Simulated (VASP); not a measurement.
Computed with PBEsol GGA, VASP's PBE PAW potentials (set 64) (plane waves; VASP).

VASP input:

### INCAR
```
! general
SYSTEM  = ZnPt
PREC    = Accurate
ENCUT   = 530
LREAL   = .FALSE.
LASPH   = .TRUE.

! electronic loop
EDIFF   = 1E-7
NELM    = 100
ALGO    = Normal
LMAXMIX = 6

! smearing
ISMEAR  = 1
SIGMA   = 0.1

! functional
GGA     = PS

! ions
IBRION  = 6
NSW     = 1
ISIF    = 3
POTIM   = 0.015
NFREE   = 2

! output
LWAVE   = .FALSE.
LCHARG  = .FALSE.
```

POSCAR:
```
ZnPt
1
    2.8345762513     0.0000000000     0.0000000000
    0.0000000000     2.8345762513     0.0000000000
    0.0000000000     0.0000000000     3.4745221429
Pt Zn
1 1
Direct
  0.0000000000   0.0000000000   0.0000000000
  0.5000000000   0.5000000000   0.5000000000
```

File KPOINTS:
```
K-points
0
Gamma
 12 12 10
0 0 0
```

POTCAR, in this order: Pt Zn (PBE.64 set). Program: vasp_std.

The run wrote:

### OSZICAR
```
...
DAV:  11    -0.967380321973E+01   -0.41596E-07   -0.35873E-10  6811   0.315E-04
  12 F= -.96738032E+01 E0= -.96738278E+01  d E =0.738730E-04
       N       E                     dE             d eps       ncg     rms          rms(c)
DAV:   1    -0.974451240726E+01   -0.70709E-01   -0.16665E+00 15387   0.114E+01    0.158E+00
DAV:   2    -0.969647637799E+01    0.48036E-01   -0.41809E-02 15210   0.330E+00    0.908E-01
DAV:   3    -0.967374497264E+01    0.22731E-01   -0.31602E-02 17865   0.290E+00    0.128E-01
DAV:   4    -0.967382426493E+01   -0.79292E-04   -0.23167E-03 13902   0.579E-01    0.669E-02
DAV:   5    -0.967380377933E+01    0.20486E-04   -0.59906E-05 17924   0.200E-01    0.208E-02
DAV:   6    -0.967380312132E+01    0.65801E-06   -0.65975E-06 18634   0.579E-02    0.622E-03
DAV:   7    -0.967380321695E+01   -0.95625E-07   -0.76843E-07 14714   0.116E-02
  13 F= -.96738032E+01 E0= -.96738278E+01  d E =0.738323E-04
       N       E                     dE             d eps       ncg     rms          rms(c)
DAV:   1    -0.968172913826E+01   -0.79260E-02   -0.18239E+00  9114   0.980E+00    0.699E-01
DAV:   2    -0.967653155184E+01    0.51976E-02   -0.26070E-02 10535   0.222E+00    0.436E-01
DAV:   3    -0.967448479835E+01    0.20468E-02   -0.85089E-03 12186   0.157E+00    0.384E-02
DAV:   4    -0.967496984379E+01   -0.48505E-03   -0.77380E-04  9954   0.282E-01    0.207E-02
DAV:   5    -0.967501167387E+01   -0.41830E-04   -0.29428E-05 10416   0.561E-02    0.938E-03
DAV:   6    -0.967506199791E+01   -0.50324E-04   -0.92488E-06  9905   0.213E-02    0.275E-03
DAV:   7    -0.967507181514E+01   -0.98172E-05   -0.73353E-07  9793   0.614E-03    0.787E-04
DAV:   8    -0.967507342194E+01   -0.16068E-05   -0.44574E-08  5138   0.220E-03    0.344E-04
DAV:   9    -0.967507360116E+01   -0.17922E-06   -0.14489E-08  4767   0.119E-03    0.135E-04
DAV:  10    -0.967507364176E+01   -0.40596E-07   -0.53076E-09  4648   0.807E-04
  14 F= -.96750736E+01 E0= -.96750940E+01  d E =0.609489E-04
       N       E                     dE             d eps       ncg     rms          rms(c)
DAV:   1    -0.967179681607E+01    0.32768E-02   -0.37432E+00  8820   0.104E+01    0.129E-01
DAV:   2    -0.967551525004E+01   -0.37184E-02   -0.38227E-02  9689   0.170E+00    0.125E-01
DAV:   3    -0.967554997540E+01   -0.34725E-04   -0.66188E-04 10311   0.193E-01    0.126E-01
DAV:   4    -0.967547670644E+01    0.73269E-04   -0.15062E-05 10192   0.348E-02    0.117E-01
DAV:   5    -0.967531826386E+01    0.15844E-03   -0.44469E-03  9093   0.391E-01    0.191E-01
DAV:   6    -0.967517274131E+01    0.14552E-03   -0.16512E-04  9324   0.100E-01    0.115E-01
DAV:   7    -0.967507575827E+01    0.96983E-04   -0.50785E-04  9163   0.141E-01    0.214E-02
DAV:   8    -0.967507786750E+01   -0.21092E-05   -0.58789E-06 10430   0.184E-02    0.260E-02
DAV:   9    -0.967507399340E+01    0.38741E-05   -0.74888E-06  9128   0.175E-02    0.708E-03
DAV:  10    -0.967507369651E+01    0.29689E-06   -0.21416E-06  9856   0.915E-03    0.237E-03
DAV:  11    -0.967507367049E+01    0.26023E-07   -0.82775E-08  5124   0.222E-03
  15 F= -.96750737E+01 E0= -.96750940E+01  d E =0.609508E-04
       N       E                     dE             d eps       ncg     rms          rms(c)
DAV:   1    -0.967248408337E+01    0.25896E-02   -0.24402E+00  5040   0.846E+00    0.993E-02
DAV:   2    -0.967497118788E+01   -0.24871E-02   -0.25875E-02  5544   0.144E+00    0.838E-02
DAV:   3    -0.967489101044E+01    0.80177E-04   -0.45575E-04  5754   0.166E-01    0.653E-02
DAV:   4    -0.967475511018E+01    0.13590E-03   -0.72712E-04  5194   0.156E-01    0.250E-02
DAV:   5    -0.967474108057E+01    0.14030E-04   -0.27273E-05  5516   0.400E-02    0.127E-02
DAV:   6    -0.967473753185E+01    0.35487E-05   -0.53393E-06  5628   0.143E-02    0.622E-03
DAV:   7    -0.967473608932E+01    0.14425E-05   -0.44480E-06  5264   0.116E-02    0.458E-04
DAV:   8    -0.967473589331E+01    0.19601E-06   -0.69411E-08  3311   0.234E-03    0.384E-04
DAV:   9    -0.967473586328E+01    0.30033E-07   -0.11959E-08  2660   0.106E-03
  16 F= -.96747359E+01 E0= -.96747571E+01  d E =0.638459E-04
       N       E                     dE             d eps       ncg     rms          rms(c)
DAV:   1    -0.967012782229E+01    0.46081E-02   -0.49705E+00  5040   0.120E+01    0.131E-01
DAV:   2    -0.967535812229E+01   -0.52303E-02   -0.55159E-02  5390   0.204E+00    0.140E-01
DAV:   3    -0.967519520460E+01    0.16292E-03   -0.97066E-04  5537   0.239E-01    0.121E-01
DAV:   4    -0.967481275236E+01    0.38245E-03   -0.26959E-03  5138   0.297E-01    0.552E-02
DAV:   5    -0.967475315978E+01    0.59593E-04   -0.10057E-04  5425   0.739E-02    0.286E-02
DAV:   6    -0.967473750850E+01    0.15651E-04   -0.34001E-05  5285   0.336E-02    0.974E-03
DAV:   7    -0.967473588622E+01    0.16223E-05   -0.92163E-06  5369   0.172E-02    0.130E-03
DAV:   8    -0.967473584624E+01    0.39986E-07   -0.26049E-07  4947   0.395E-03
  17 F= -.96747358E+01 E0= -.96747571E+01  d E =0.638411E-04
       N       E                     dE             d eps       ncg     rms          rms(c)
DAV:   1    -0.967367112816E+01    0.10648E-02   -0.23497E+00  8848   0.117E+01    0.822E-02
DAV:   2    -0.967514524783E+01   -0.14741E-02   -0.15158E-02  9989   0.122E+00    0.513E-02
DAV:   3    -0.967506891547E+01    0.76332E-04   -0.31989E-04 10213   0.146E-01    0.550E-03
DAV:   4    -0.967506767914E+01    0.12363E-05   -0.54487E-06 10193   0.274E-02    0.237E-03
DAV:   5    -0.967506725837E+01    0.42077E-06   -0.53013E-07 10654   0.105E-02    0.106E-03
DAV:   6    -0.967506709706E+01    0.16131E-06   -0.13532E-07  7070   0.451E-03    0.393E-04
DAV:   7    -0.967506705420E+01    0.42869E-07   -0.40934E-08  4893   0.271E-03
  18 F= -.96750671E+01 E0= -.96750874E+01  d E =0.609537E-04
       N       E                     dE             d eps       ncg     rms          rms(c)
DAV:   1    -0.967474334588E+01    0.32375E-03   -0.35243E+00  9541   0.149E+01    0.687E-02
DAV:   2    -0.967509001404E+01   -0.34667E-03   -0.38018E-03  9877   0.689E-01    0.425E-02
DAV:   3    -0.967506796912E+01    0.22045E-04   -0.91075E-05 10731   0.687E-02    0.608E-03
DAV:   4    -0.967506716174E+01    0.80738E-06   -0.26430E-06 10136   0.163E-02    0.376E-03
DAV:   5    -0.967506704387E+01    0.11787E-06   -0.63349E-07 10211   0.773E-03    0.606E-04
DAV:   6    -0.967506703822E+01    0.56448E-08   -0.16401E-08  5313   0.325E-03
  19 F= -.96750670E+01 E0= -.96750874E+01  d E =0.609486E-04
       N       E                     dE             d eps       ncg     rms          rms(c)
DAV:   1    -0.967453100508E+01    0.53604E-03   -0.22413E+00  5376   0.121E+01    0.586E-02
DAV:   2    -0.967474372550E+01   -0.21272E-03   -0.24613E-03  5516   0.581E-01    0.351E-02
DAV:   3    -0.967472621367E+01    0.17512E-04   -0.81802E-05  6195   0.647E-02    0.624E-03
DAV:   4    -0.967472472835E+01    0.14853E-05   -0.44560E-06  5733   0.213E-02    0.420E-03
DAV:   5    -0.967472399374E+01    0.73461E-06   -0.15003E-06  5964   0.856E-03    0.626E-04
DAV:   6    -0.967472397110E+01    0.22643E-07   -0.41235E-08  2954   0.369E-03
  20 F= -.96747240E+01 E0= -.96747453E+01  d E =0.638442E-04
       N       E                     dE             d eps       ncg     rms          rms(c)
DAV:   1    -0.967431474671E+01    0.40925E-03   -0.45129E+00  5362   0.170E+01    0.976E-02
DAV:   2    -0.967476715514E+01   -0.45241E-03   -0.55546E-03  5362   0.861E-01    0.569E-02
DAV:   3    -0.967472867031E+01    0.38485E-04   -0.23583E-04  5950   0.977E-02    0.105E-02
DAV:   4    -0.967472448701E+01    0.41833E-05   -0.15589E-05  5615   0.351E-02    0.805E-03
DAV:   5    -0.967472394245E+01    0.54456E-06   -0.25487E-06  6299   0.150E-02    0.113E-03
DAV:   6    -0.967472393734E+01    0.51100E-08   -0.95309E-08  3263   0.616E-03
  21 F= -.96747239E+01 E0= -.96747452E+01  d E =0.638529E-04
```

OUTCAR:
```
------------------------ aborting loop because EDIFF is reached ----------------------------------------
  FORCE on cell =-STRESS in cart. coord.  units (eV):
  Direction    XX          YY          ZZ          XY          YZ          ZX
  --------------------------------------------------------------------------------------
  Total        0.0783057      0.0783057      0.0716805      0.0000000     -0.0000000      0.0000000
  in kB        4.4939927      4.4939927      4.1137737      0.0000000     -0.0000000      0.0000000
  external PRESSURE =       4.3672530 kB  Pullay stress =       0.0000000 kB
  volume of cell :       27.92
      direct lattice vectors                 reciprocal lattice vectors
     2.834576251  0.000000000  0.000000000     0.352786417  0.000000000  0.000000000
     0.000000000  2.834576251  0.000000000     0.000000000  0.352786417  0.000000000
     0.000000000  0.000000000  3.474522143     0.000000000  0.000000000  0.287809362
 POSITION                                       TOTAL-FORCE (eV/Angst)
 -----------------------------------------------------------------------------------
      0.00000      0.00000      0.00000         0.000000      0.000000     -0.116115
      1.41729      1.41729      1.72226        -0.000000      0.000000      0.116115
 -----------------------------------------------------------------------------------
    total drift:                                0.000010     -0.000000      0.001514
  FREE ENERGIE OF THE ION-ELECTRON SYSTEM (eV)
  ---------------------------------------------------
  free  energy   TOTEN  =        -9.6747239373 eV

  energy  without entropy=       -9.6747877903  energy(sigma->0) =       -9.67474522

   1 f  =    6.214166 THz    39.044757 2PiTHz  207.282270 cm-1    25.699714 meV
             X         Y         Z           dx          dy          dz
      0.000000  0.000000  0.000000     0.000000    0.000000   -0.500347
      1.417288  1.417288  1.737261     0.000000    0.000000    0.865825

   2 f  =    4.856576 THz    30.514767 2PiTHz  161.997936 cm-1    20.085175 meV
             X         Y         Z           dx          dy          dz
      0.000000  0.000000  0.000000    -0.500534    0.000000    0.000000
      1.417288  1.417288  1.737261     0.865717    0.000000    0.000000

   3 f  =    4.856576 THz    30.514767 2PiTHz  161.997936 cm-1    20.085175 meV
             X         Y         Z           dx          dy          dz
      0.000000  0.000000  0.000000     0.000000    0.500534    0.000000
      1.417288  1.417288  1.737261     0.000000   -0.865717    0.000000

   4 f/i=    0.002869 THz     0.018025 2PiTHz    0.095691 cm-1     0.011864 meV
             X         Y         Z           dx          dy          dz
      0.000000  0.000000  0.000000     0.865717    0.000000    0.000000
      1.417288  1.417288  1.737261     0.500534    0.000000    0.000000

   5 f/i=    0.002869 THz     0.018025 2PiTHz    0.095691 cm-1     0.011864 meV
             X         Y         Z           dx          dy          dz
      0.000000  0.000000  0.000000     0.000000   -0.865717    0.000000
      1.417288  1.417288  1.737261     0.000000   -0.500534    0.000000

   6 f/i=    0.005015 THz     0.031507 2PiTHz    0.167266 cm-1     0.020738 meV
             X         Y         Z           dx          dy          dz
      0.000000  0.000000  0.000000     0.000000    0.000000    0.865825
      1.417288  1.417288  1.737261     0.000000    0.000000    0.500347

 ELASTIC MODULI CONTR FROM IONIC RELAXATION (kBar)
 Direction    XX          YY          ZZ          XY          YZ          ZX
 --------------------------------------------------------------------------------
 XX           0.0000      0.0000      0.0000      0.0000      0.0000      0.0000
 YY           0.0000      0.0000      0.0000      0.0000      0.0000      0.0000
 ZZ           0.0000      0.0000      0.0000      0.0000      0.0000      0.0000
 XY           0.0000      0.0000      0.0000      0.0000      0.0000      0.0000
 YZ           0.0000      0.0000      0.0000      0.0000      0.0000      0.0000
 ZX           0.0000      0.0000      0.0000      0.0000      0.0000      0.0000
 --------------------------------------------------------------------------------

 TOTAL ELASTIC MODULI (kBar)
 Direction    XX          YY          ZZ          XY          YZ          ZX
 --------------------------------------------------------------------------------
 XX        3474.3224   1203.1119   1667.4886      0.0000      0.0000      0.0000
 YY        1203.1119   3474.3224   1667.4886      0.0000     -0.0000      0.0000
 ZZ        1667.4886   1667.4886   2521.7192      0.0000     -0.0000      0.0000
 XY           0.0000      0.0000      0.0000    602.3982      0.0000      0.0000
 YZ           0.0000     -0.0000     -0.0000      0.0000    915.8195      0.0000
 ZX           0.0000      0.0000      0.0000      0.0000      0.0000    915.8196
 --------------------------------------------------------------------------------
```
(Selected blocks of OUTCAR.)

Finite-difference elastic constants of metals are sensitive to mesh and smearing; shear constants can be off by tens of GPa.

The structure comes from a measured ZnPt entry (P4/mmm) of the Crystallography Open Database, whose conditions weren't checked. It was relaxed first.
